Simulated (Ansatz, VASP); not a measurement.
# ZnS: VASP beside Ansatz, part 2 of 2

One calculation is typed for both programs; each brings its own data sets. How far apart do they land? The cell is taken from a series of runs on this material, whose earlier steps may have relaxed, scaled, displaced or heated it; both programs get it as it stands.

VASP 6.6.1 and Ansatz 0.2.0.

So far: Starting point; VASP: zone-centre phonons, LDA.

## 3. Ansatz: zone-centre phonons, LDA

Level of this step: Ansatz beside VASP: Kohn-Sham DFT, plane waves, LDA (Ansatz).

Ansatz runs on its PAW soft_1 files.

The same cell, functional (in two slightly different forms) and mesh now go to Ansatz, which takes its cutoff from its data sets.

Contents of input.yaml:

```yaml
crystal:
  lattice:
    - [0.0, 2.6218741961, 2.6803950361]
    - [2.6218741961, 0.0, 2.6803950361]
    - [2.6218741961, 2.6218741961, 0.0]
  atoms:
    - { symbol: S, position: [0.0, 0.0, 0.0] }
    - { symbol: Zn, position: [0.75, 0.75, 0.75] }
kpoints:
  mp_grid: { grid: [12, 12, 12] }
hamiltonian:
  xc: lda
  pseudopotentials: { kind: paw, azcp: { folder: soft_1 }, xc_functional: pbe }
scf:
  occupations: { method: fixed }
output:
  eigenvalues: true
phonons:
  method: dfpt
  dielectric: true
  rigid_motions: translations
```

Started as:

```
$ ansatz run input.yaml --threads 4 --pin off --max-ram 10240MiB --backend cpu --events-out ev --progress --plain --runs-dir out
```

Numbers of over 12 decimals in the logs are rounded to 6 here.

The log of the run:

```text
Engine: ansatz 0.2.0, aarch64-unknown-linux-gnu
Pseudopotentials: kind: paw
Pseudopotential: S, paw, valence charge 6, recommended cutoff 420 eV (normal), soft_1/S.paw.azcp
Pseudopotential: Zn, paw, valence charge 12, recommended cutoff 420 eV (normal), soft_1/Zn.paw.azcp
Functional definition: SPW92
  exchange = slater_x
  correlation = pw_c
Crystal: 2 atoms, lattice volume = 36.851 Å³
Basis set: ecut = 420 eV, 725 PW (Γ), exchange–correlation on 54×54×54 points (8 copies of the dense FFT grid, shifted against one another)
Bands: 13, of which v1, the nominal top of the filled ones, is band 9 counted from 1 (8 counted from 0)
Symmetry: 8 space group operations
k-points: 868 of 1728 (irreducible under 1 space group operation, time reversal used)
Non-local potential: S, projectors of the file, l = 0: 2, l = 1: 2, l = 2: 1
Non-local potential: Zn, projectors of the file, l = 0: 2, l = 1: 2, l = 2: 3, l = 3: 1
PAW form: soft (Blöchl's): semilocal exchange-correlation on the pseudo side does not see the compensation charge
PAW frozen core: S, regenerated for the run's functional, and the local potential with it (the file was generated under x = pbe(κ = 0.804, μ = 0.219515), c = pbe(β = 0.066725))
PAW frozen core: Zn, regenerated for the run's functional, and the local potential with it (the file was generated under x = pbe(κ = 0.804, μ = 0.219515), c = pbe(β = 0.066725))
PAW one-centre angular grid: S, 110 points (default); XC on 64 Gauss nodes
PAW one-centre angular grid: Zn, 590 points (default); XC on 64 Gauss nodes
Initial density: superposition of atomic densities (chi_scale 0.1, normalization cell, long waves kept (reshape's long-wave potential 0.00 eV rms))
Initial wavefunctions: pseudopotential atomic-orbital guess
Functional: x = slater, c = lda
SCF iter   1: F=—  HF=-4117.544445 eV  |F-HF|=—  |Δ(HF+E_count)|=         —  Δρ=3.83e-2  dr2=3.39e-1  ethr=3.10e-3  ⟨swp⟩=5.1  Hψ=67818  notcnv=0  defer=1681
preconditioner: auto → none  [insulator: Δε(μ)=2.387 eV  Ē_g=12.825 eV  n_scr=14 (ndim 8)  ℏωp=26.0 eV  f_vac=0.000  ε∞_Penn≈5.1]
SCF iter   2: F=—  HF=-4117.456039 eV  |F-HF|=—  |Δ(HF+E_count)|=   8.84e-2  Δρ=1.47e-2  dr2=4.08e-2  ethr=1.88e-3  ⟨swp⟩=2.6  Hψ=26682  notcnv=0  defer=1694
SCF iter   3: F=—  HF=-4117.445273 eV  |F-HF|=—  |Δ(HF+E_count)|=   1.08e-2  Δρ=9.83e-3  dr2=1.74e-2  ethr=2.26e-4  ⟨swp⟩=2.0  Hψ=19966  notcnv=0  defer=1734
SCF iter   4: F=—  HF=-4117.440447 eV  |F-HF|=—  |Δ(HF+E_count)|=   4.83e-3  Δρ=2.37e-3  dr2=1.34e-3  ethr=9.68e-5  ⟨swp⟩=2.0  Hψ=26910  notcnv=0  defer=1734
SCF iter   5: F=—  HF=-4117.440269 eV  |F-HF|=—  |Δ(HF+E_count)|=   1.78e-4  Δρ=6.24e-4  dr2=8.15e-5  ethr=7.43e-6  ⟨swp⟩=2.1  Hψ=19273  notcnv=0  defer=1736
SCF iter   6: F=—  HF=-4117.440281 eV  |F-HF|=—  |Δ(HF+E_count)|=   1.22e-5  Δρ=1.35e-4  dr2=2.98e-6  ethr=4.53e-7  ⟨swp⟩=2.4  Hψ=19053  notcnv=0  defer=4
SCF iter   7: F=—  HF=-4117.440280 eV  |F-HF|=—  |Δ(HF+E_count)|=   5.73e-7  Δρ=2.19e-5  dr2=7.99e-8  ethr=1.66e-8  ⟨swp⟩=2.0  Hψ=17179  notcnv=0
SCF iter   8: F=—  HF=-4117.440281 eV  |F-HF|=—  |Δ(HF+E_count)|=   2.29e-7  Δρ=2.03e-6  dr2=7.32e-10  ethr=4.44e-10  ⟨swp⟩=2.0  Hψ=18251  notcnv=0
SCF iter   9: F=-4117.440281 eV  HF=-4117.440281 eV  |F-HF|=6.46e-11  |Δ(HF+E_count)|=  6.69e-10  Δρ=3.76e-7  dr2=2.43e-11  ethr=1.00e-12  ⟨swp⟩=8.2  Hψ=78530  notcnv=0
SCF 1 converged in 9 iterations: F = -4117.440281 eV  dr2 = 2.43e-11
  greatest PAW one-centre occupation: 0.983 electrons in one spin orbital (limit 2), on the Zn atom at site 1 (counted from 0), in its partial waves of l = 2
NSCF: frozen V_eff on 3 k-points
DFPT response loops at Γ: preconditioner auto → none (the input reference at scf.mixing.eps_inf says where Resta's filter doesn't serve); β = 0.50; Broyden in place of MSR1
── the response to a field inside a basis, on 12×12×12 k-points: an SCF that follows is theirs, and a resumed run solves both again ──
Bands: 10, of which v1, the nominal top of the filled ones, is band 9 counted from 1 (8 counted from 0)
k-points: 468 of 1728 (irreducible under 2 space group operations, time reversal used)
Initial density: handed on by an earlier stage of this run
Initial wavefunctions: pseudopotential atomic-orbital guess (no wavefunctions were taken with the density)
Eigensolver: Dense (468 Hₖ)
SCF iter   1: F=—  HF=-4117.440757 eV  |F-HF|=—  |Δ(HF+E_count)|=         —  Δρ=2.57e-4  dr2=5.46e-6  ethr=1.00e-1
preconditioner: auto → none  [insulator: Δε(μ)=2.297 eV  Ē_g=10.130 eV  n_scr=14 (ndim 8)  ℏωp=26.0 eV  f_vac=0.011  ε∞_Penn≈7.6]
SCF iter   2: F=—  HF=-4117.440757 eV  |F-HF|=—  |Δ(HF+E_count)|=   1.37e-7  Δρ=2.20e-4  dr2=6.78e-6  ethr=3.03e-8
SCF iter   3: F=—  HF=-4117.440761 eV  |F-HF|=—  |Δ(HF+E_count)|=   4.12e-6  Δρ=2.04e-4  dr2=8.91e-6  ethr=3.03e-8
SCF iter   4: F=-4117.440757 eV  HF=-4117.440757 eV  |F-HF|=1.43e-9  |Δ(HF+E_count)|=   4.19e-6  Δρ=7.42e-6  dr2=7.29e-9  ethr=3.03e-8
SCF 1 converged in 4 iterations: F = -4117.440757 eV  dr2 = 7.29e-9
DFPT response loops at Γ: mixed as the last ones told, above
SCF converged after 9 iterations
Free energy (F): -4117.440281 eV
Harris-Foulkes:  -4117.440281 eV  (|F-HF|=6.46e-11)
Internal energy: -4117.440281 eV  (E = F + TS)
E sigma→0 (E₀):  -4117.440281 eV
Fermi energy:    6.439052 eV
--- Per-component energies (eV) ---
  E_band       = 9.962988
  E_kinetic    = 256.132274
  E_local      = -2227.674925  (includes V_loc(G=0)·N_el)
  E_nonlocal   = 857.417689
  E_hartree    = 846.144022
  E_xc         = -166.965341
  E_vxc        = -135.879372  (∫ρ·V_xc dr)
  E_paw        = -2401.913785  (= ΣΔE_a)
  E_vpaw       = -432.320210  (= ΣTr[D̂ρ^β])
  E_aug_tail   = -0.000247  (compensation charges beyond the density's cutoff)
  E_ewald      = -1282.290309
  E_core_change = 1.710341  (= ΣΔE_core)
  E_smearing   = -0.000000  (= −TS)
  E_closure    = 0.000000  (closes the sum)
  Σ components = -4117.440281   (vs F -4117.440281, Δ=0.00e0)
--- Band table (eV; the first three rows and the last of 868) ---
  k-point 0: bands = [... 5 lower, 0.1981, 6.3516, 6.4391, 6.4391, 8.5645, 12.5712, 12.5775, 12.5775]
  k-point 1: bands = [... 5 lower, 0.1965, 5.7686, 6.3007, 6.3627, 9.0516, 12.5089, 12.7084, 12.7139]
  k-point 2: bands = [... 5 lower, 0.1938, 4.5847, 6.0880, 6.1673, 9.6744, 12.6196, 13.0064, 13.0326]
  k-point 867: bands = [... 5 lower, 0.4074, 0.5791, 5.3619, 5.4957, 9.6161, 13.0315, 13.2249, 15.2677]
--- Phonons (Γ-DFPT): 4 representative perturbations + reference, on 868 of 1728 k-points (Σ response iterations 12) ---
  k mesh reduced under 1 symmetry operation, with k and −k counted as one. Each operation leaves every solved perturbation unchanged. A smaller set is not considered because the run solves the response to a homogeneous field
  ASR residual: 3.211e-4 → 0.000e0 eV/Å²; symmetrization residual: 3.333e-6 eV/Å²
  ASR residual per site (eV/Å²): 3.10e-5 3.21e-4
  Γ frequencies (cm⁻¹): 0.00 0.00 0.00 293.41 293.41 296.97
  ε∞ (high-frequency dielectric tensor):
        6.144971     0.000000     0.000000
        0.000000     6.144971     0.000000
        0.000000     0.000000     6.240002
  ε⁰ (static dielectric tensor: ions relaxed, cell fixed):
        8.664537     0.000000    -0.000000
        0.000000     8.664537     0.000000
       -0.000000     0.000000     8.847523
  ε⁰ − ε∞ (ionic part):
        2.519566     0.000000    -0.000000
        0.000000     2.519566     0.000000
       -0.000000     0.000000     2.607521
  softest optical mode at Γ: 293.41 cm⁻¹; the repairs (sum rule, projections) moved no ω² at Γ by more than (1.23 cm⁻¹)²
  Born effective charges Z* (e; rows j = field, columns β = displacement):
    site 0:
        -1.86937   -0.00000    0.00000
         0.00000   -1.86937   -0.00000
         0.00000   -0.00000   -1.92477
    site 1:
         1.86937    0.00000   -0.00000
         0.00000    1.86937    0.00000
        -0.00000    0.00000    1.92477
  Z* charge neutrality: 9.647e-4 e pre-enforcement
  solved inside a basis spanned on kpoints, on 12×12×12 k-points, its susceptibility summed on 16×16×16: ε∞ is read to err by 1.6e-2, Z* by 1.4e-2 e (field_mesh: kpoints solves on kpoints); Z* is corrected for what the basis lacks
  optical modes at Γ without the LO–TO term, one row a degenerate level:
      ω (cm⁻¹)  modes    IR ((D/Å)²/amu)
        293.41      2             7.4957
        296.97      1             3.9733
  optical modes at Γ + LO–TO along q̂ = [1.0000, 0.0000, 0.0000]:
      ω (cm⁻¹)  modes    IR ((D/Å)²/amu)
        293.41      1             3.7478
        296.97      1             3.9733
        348.41      1             3.7478
  optical modes at Γ + LO–TO along q̂ = [0.0000, 1.0000, 0.0000]:
      ω (cm⁻¹)  modes    IR ((D/Å)²/amu)
        293.41      1             3.7478
        296.97      1             3.9733
        348.41      1             3.7478
  optical modes at Γ + LO–TO along q̂ = [0.0000, 0.0000, 1.0000]:
      ω (cm⁻¹)  modes    IR ((D/Å)²/amu)
        293.41      2             7.4957
        353.62      1             3.9733
```

In the SCF lines HF is the Harris–Foulkes energy and dr2 the Hartree energy of the density residual, in eV; the loop may stop once dr2 is under the threshold and the program's other checks hold. Hψ counts applications of the Hamiltonian.

## 4. Comparison

Known differences besides the potentials themselves: the two LDA forms differ slightly; fixed occupations in Ansatz, narrow Gaussian smearing in VASP; VASP's response is taken on the typed mesh, Ansatz refines its own for the field response alone; the cutoff is 420 eV in Ansatz and 500 eV in VASP; VASP's log shows a relativistic correction to its local exchange, Ansatz's none. Total energies have different zeros and are not compared.

Compared:

```tsv
quantity	Ansatz	VASP	difference
ε∞ xx	6.14	6.10	+0.78 %
ε∞ yy	6.14	6.10	+0.78 %
ε∞ zz	6.24	6.19	+0.82 %
Born charge of S1 (mean of the diagonal) (e)	-1.89	-1.90	+0.01
Born charge of Zn2 (mean of the diagonal) (e)	1.89	1.90	-0.01
optical mode 1 to 2 (cm⁻¹)	293.4	295.2	-0.61 %
optical mode 3 (cm⁻¹)	297.0	298.6	-0.55 %
```

Modes are paired by rising frequency, not by their patterns, so a pair may set unlike modes beside each other; they are those without the splitting of longitudinal modes.

## 5. What came out

```yaml
r_m_s_difference_of_the_optical_zone_centre_modes_each_program_s_sorted_by_frequency_zone_centre_phonons_lda: 1.7 cm⁻¹
difference_in_eps_infinity_zz_zone_centre_phonons_lda: +0.8 %
```

**Reading.** The r.m.s. difference of the optical zone-centre modes, each program's sorted by frequency is 1.7 cm⁻¹ (zone-centre phonons, LDA). Among the rows given in per cent, the largest difference of the zone-centre phonons, LDA pair is in ε∞ zz, +0.8 %. Such differences can come from data sets, numerical settings and the points named under the comparisons, not from the functional's error against experiment.

[Lines on the potential files, build, host, timing and source positions are cut from VASP's logs without a mark.]

[Logs are printed without paths, hosts, clocks, repeated set-up lines and the standing remarks that a program may print on its own settings, such as how far it seeks lower states.]

[Hosts, paths, dates, database ids (printed as entryN), source tags and the programs' standing remarks are cut or masked in the printed files.]
